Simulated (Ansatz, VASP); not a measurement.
# SiBr in VASP and in Ansatz

```
CELL_PARAMETERS angstrom
3.33210 0.00000 0.00000
-1.66605 2.88568 0.00000
0.00000 0.00000 10.32021
ATOMIC_POSITIONS crystal
Si 0.33333 0.66667 0.34336
Si 0.66667 0.33333 0.84336
Br 0.33333 0.66667 0.02978
Br 0.66667 0.33333 0.52978
```

Alike in both runs: functional PBE; k mesh 15 × 15 × 6; occupations gaussian, width 0.1 eV; no spin polarisation.

Ansatz relaxed the structure, and its values are those at the end. VASP's run is a single point on that final structure, the one shown.

|  | VASP | Ansatz |
| --- | --- | --- |
| version | VASP 6.6.1 | Ansatz 0.2.0 |
| potentials or method | VASP PAW PBE potentials, release 64 (Si, Br) | scalar-relativistic, plane waves, PAW |
| plane-wave cutoff (eV) | 520 | 420 |
| valence electrons in the cell | 22 | 22 |

```tsv
	VASP	Ansatz	Ansatz less VASP
gap on the k mesh at the Fermi level (eV)	none	none	-
pressure (GPa)	0.0	0.0	-0.01
```

A gap of «none» marks a metal or a gap that the smearing closes. The functional is the same, so the differences come from potentials, cutoffs and numerics.

Caveats: this functional lacks dispersion, which binds the layers, so the pressure and a relaxed spacing across them are unreliable.
